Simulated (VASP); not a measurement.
Output of a VASP run:

### OSZICAR
```
       N       E                     dE             d eps       ncg     rms          rms(c)
DAV:   1     0.227987496561E+03    0.22799E+03   -0.16741E+04   440   0.139E+03
DAV:   2    -0.729995626972E+00   -0.22872E+03   -0.22357E+03   494   0.332E+02
DAV:   3    -0.129992494247E+02   -0.12269E+02   -0.12233E+02   542   0.783E+01
DAV:   4    -0.131016668797E+02   -0.10242E+00   -0.10239E+00   476   0.705E+00
DAV:   5    -0.131025604696E+02   -0.89359E-03   -0.89355E-03   560   0.607E-01    0.860E+00
DAV:   6    -0.123750455996E+02    0.72751E+00   -0.17418E+00   550   0.142E+01    0.677E+00
DAV:   7    -0.123384568963E+02    0.36589E-01   -0.55050E-01   488   0.426E+00    0.284E+00
DAV:   8    -0.123344379563E+02    0.40189E-02   -0.66555E-02   470   0.298E+00    0.377E-01
DAV:   9    -0.123337562075E+02    0.68175E-03   -0.98054E-03   500   0.131E+00    0.126E-01
DAV:  10    -0.123337888927E+02   -0.32685E-04   -0.89030E-04   494   0.361E-01    0.708E-02
DAV:  11    -0.123338606671E+02   -0.71774E-04   -0.19336E-04   488   0.102E-01    0.198E-02
DAV:  12    -0.123338438879E+02    0.16779E-04   -0.10206E-04   562   0.106E-01    0.813E-03
DAV:  13    -0.123338459022E+02   -0.20143E-05   -0.11028E-05   452   0.244E-02    0.576E-03
DAV:  14    -0.123338456876E+02    0.21458E-06   -0.10767E-06   360   0.695E-03
   1 F= -.12333846E+02 E0= -.12333846E+02  d E =-.123338E+02
       N       E                     dE             d eps       ncg     rms          rms(c)
DAV:   1    -0.123507673190E+02   -0.16921E-01   -0.39517E-01   452   0.658E+00    0.917E-01
DAV:   2    -0.123361776796E+02    0.14590E-01   -0.42633E-02   476   0.262E+00    0.312E-01
DAV:   3    -0.123346353273E+02    0.15424E-02   -0.44053E-03   464   0.559E-01    0.269E-01
DAV:   4    -0.123344014317E+02    0.23390E-03   -0.44807E-04   452   0.156E-01    0.383E-02
DAV:   5    -0.123343797103E+02    0.21721E-04   -0.14536E-04   512   0.147E-01    0.221E-02
DAV:   6    -0.123343819797E+02   -0.22695E-05   -0.17332E-05   464   0.389E-02    0.587E-03
DAV:   7    -0.123343818816E+02    0.98092E-07   -0.36775E-07   238   0.364E-03
   2 F= -.12334382E+02 E0= -.12334382E+02  d E =-.536194E-03
```

**OUTCAR**
```
------------------------ aborting loop because EDIFF is reached ----------------------------------------
  FORCE on cell =-STRESS in cart. coord.  units (eV):
  Direction    XX          YY          ZZ          XY          YZ          ZX
  --------------------------------------------------------------------------------------
  Total        0.0649556      0.0649556      0.0643909     -0.0000000     -0.0000000      0.0000000
  in kB        0.9203515      0.9203514      0.9123511     -0.0000000     -0.0000000      0.0000000
  external PRESSURE =       0.9176846 kB  Pullay stress =       0.0000000 kB
  volume of cell :      113.08
      direct lattice vectors                 reciprocal lattice vectors
     4.311132498  0.000000000  0.000000000     0.231957612  0.133920798  0.000000000
    -2.155566249  3.733550024  0.000000000    -0.000000000  0.267841597  0.000000000
     0.000000000 -0.000000000  7.025220135     0.000000000 -0.000000000  0.142344294
  FREE ENERGIE OF THE ION-ELECTRON SYSTEM (eV)
  ---------------------------------------------------
  free  energy   TOTEN  =       -12.3343818816 eV

  energy  without entropy=      -12.3343818816  energy(sigma->0) =      -12.33438188

 reached required accuracy - stopping structural energy minimisation
```
(Selected blocks of OUTCAR.)

**POSCAR**
```
CdSe
1
    4.3235976135     0.0000000000     0.0000000000
   -2.1617988068     3.7443451289    -0.0000000000
    0.0000000000     0.0000000000     7.0329062603
Cd Se
2 2
Direct
  0.3333330000   0.6666670000   0.0001201367
  0.6666670000   0.3333330000   0.5001201367
  0.3333330000   0.6666670000   0.3758798633
  0.6666670000   0.3333330000   0.8758798633
```

Q: Reconstruct the remaining input files.

A: Several could match; the one computed here: the input of the run itself, PBEsol GGA, plane waves, VASP's PBE PAW potentials (set 64).

### KPOINTS
```
Automatic mesh
0
Gamma
5 5 3
0 0 0
```

### INCAR
```
EDIFF = 1E-6
NSW = 60   # most ionic steps
ISIF = 3   # ions, shape and volume
SYSTEM = CdSe
ENCUT = 480   # plane-wave cut-off (eV)
ISMEAR = 0   # Gaussian
LWAVE = .FALSE.
GGA = PS   # PBEsol
LREAL = .FALSE.   # projection in real space or not
EDIFFG = -0.02   # ionic stop
LASPH = .TRUE.
IBRION = 2
LMAXMIX = 4   # l cut-off of mixed one-centre charges
LCHARG = .FALSE.
ALGO = Normal   # blocked Davidson
SIGMA = 0.05   # width (eV)
NELM = 100   # most electronic steps
PREC = Accurate
```

POTCAR, in this order: Cd Se (PBE.64 set). Program: vasp_std.

The compound is CdSe in the wurtzite structure. This run relaxes it. Symmetry was kept, so distortions that lower it aren't found. The start is the result of an earlier pass.
